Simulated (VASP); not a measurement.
Here is the system:

```yaml
crystal:
  lattice:
    - [4.24428, 0.00000, 0.00000]
    - [0.00000, 5.01385, 0.00000]
    - [0.00000, 0.00000, 17.12284]
  atoms:
    - { symbol: Cd, position: [0.75000, 0.87230, 0.59119] }
    - { symbol: Cd, position: [0.25000, 0.37230, 0.40881] }
    - { symbol: Te, position: [0.25000, 0.50230, 0.57094] }
    - { symbol: Te, position: [0.75000, 0.00230, 0.42906] }
```

Calculation: PBE GGA, VASP's PBE PAW potentials (set 64) (plane waves; VASP). Run with 300 eV cut-off, 3×3×1 Γ-centred mesh, Gaussian smearing of 0.050 eV, potentials Cd Te.

The cell holds a wide vacuum, so values per volume refer to the whole cell.

Task: Give the energies of bands 13 to 21 at the high-symmetry points, in eV from the Fermi level.

Result: 
| band | Γ | X | Z | U |
|---|---|---|---|---|
| 13 | -3.48 | -4.25 | -4.18 | -4.01 |
| 14 | -2.51 | -4.25 | -4.18 | -4.01 |
| 15 | -1.84 | -1.22 | -0.94 | -2.12 |
| 16 | -1.26 | -1.22 | -0.94 | -2.12 |
| 17 | -1.19 | -0.81 | -0.28 | -1.79 |
| 18 | -0.04 | -0.81 | -0.28 | -1.79 |
| 19 | -0.01 | 1.38 | 1.75 | 0.63 |
| 20 | 1.73 | 1.38 | 1.75 | 0.63 |
| 21 | 2.72 | 3.43 | 3.90 | 4.45 |

It has no gap at this level: it comes out as a metal or semimetal.

The cell is a sheet with vacuum, built from a generated structure.
